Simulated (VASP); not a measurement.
An input for Ansatz (written as the equivalent of a VASP run, and not itself run):

Ansatz 0.2 input:
```yaml
crystal:
  lattice:
    - [0.0000000, 3.2400000, 3.2400000]
    - [3.2400000, 0.0000000, 3.2400000]
    - [3.2400000, 3.2400000, 0.0000000]
  atoms:
    - { symbol: Cd, position: [0.0000000, 0.0000000, 0.0000000] }
    - { symbol: Te, position: [0.2500000, 0.2500000, 0.2500000] }
kpoints:
  mp_grid: { grid: [6, 6, 6] }
hamiltonian:
  xc: pbe
  pseudopotentials: { kind: paw }
scf:
  occupations: { method: gaussian, width: 0.05 }
  max_iter: 100
output: { forces: true, stress: true, eigenvalues: true }
```

### Question
Translate this input to VASP (INCAR, KPOINTS, POSCAR, choice of POTCAR).

### Answer
Several could match; the one computed here: 
KPOINTS:
```
kpoints
0
gamma
 6 6 6
```

File POSCAR:
```
CdTe
1
    0.0000000000     3.2400000000     3.2400000000
    3.2400000000     0.0000000000     3.2400000000
    3.2400000000     3.2400000000     0.0000000000
Cd Te
1 1
Direct
  0.0000000000   0.0000000000   0.0000000000
  0.2500000000   0.2500000000   0.2500000000
```

**INCAR**
```
SYSTEM = CdTe
PREC = Accurate
ENCUT = 450
EDIFF = 1E-6
NELM = 100
ALGO = Normal
LREAL = .FALSE.
LASPH = .TRUE.
ISMEAR = 0
SIGMA = 0.05
GGA = PE
LMAXMIX = 4
LWAVE = .FALSE.
LCHARG = .FALSE.
ISIF = 2
```

POTCAR, in this order: Cd Te (PBE.64 set). Program: vasp_std.

The two are equivalent in intent, not identical: each code has its own PAW files, so the cut-off isn't converted (ENCUT is set for VASP's; basis.ecutwfc is left out, and Ansatz then takes the one that its files recommend); Ansatz stops its SCF on the density residual and VASP on the energy change (EDIFF).

The compound is CdTe in the zinc blende structure. The cell was not relaxed at this level. The run is one of a series of settings (ENCUT = 450 against the base run), some of them coarse on purpose.
